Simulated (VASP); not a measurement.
Given:

```
CELL_PARAMETERS angstrom
      1.57962    -2.73598     0.00000
      1.57962     2.73598     0.00000
      0.00000     0.00000     3.55351
ATOMIC_POSITIONS crystal
  Zr 0.00000 0.00000 0.00000
  B  0.33333 0.66667 0.50000
  B  0.66667 0.33333 0.50000
```

Computed with SCAN meta-GGA, VASP's PBE PAW potentials (set 64) (plane waves; VASP 6.6.1). Numerical set-up: 520 eV cut-off, 12×12×10 Γ-centred mesh, tetrahedra with Blöchl corrections, potentials Zr_sv B.

Give the energies of bands 6 to 12 at the high-symmetry points, in eV from the Fermi level.

```csv
band,Γ,M,K,A,L,H
6,-2.96,-9.33,-8.52,-7.56,-7.69,-9.48
7,-2.96,-4.33,-7.41,-1.29,-5.01,-5.44
8,-2.94,-3.46,-2.80,-1.29,-4.54,-3.05
9,-2.80,-2.96,-2.80,0.35,-2.39,-3.05
10,3.42,2.12,1.42,0.35,3.68,4.07
11,3.42,2.24,1.42,0.66,4.14,6.03
12,4.11,5.00,3.17,0.66,5.41,6.03
```

It has no gap at this level: it comes out as a metal or semimetal.

The compound is ZrB2 in the AlB2 type structure. It was relaxed first.
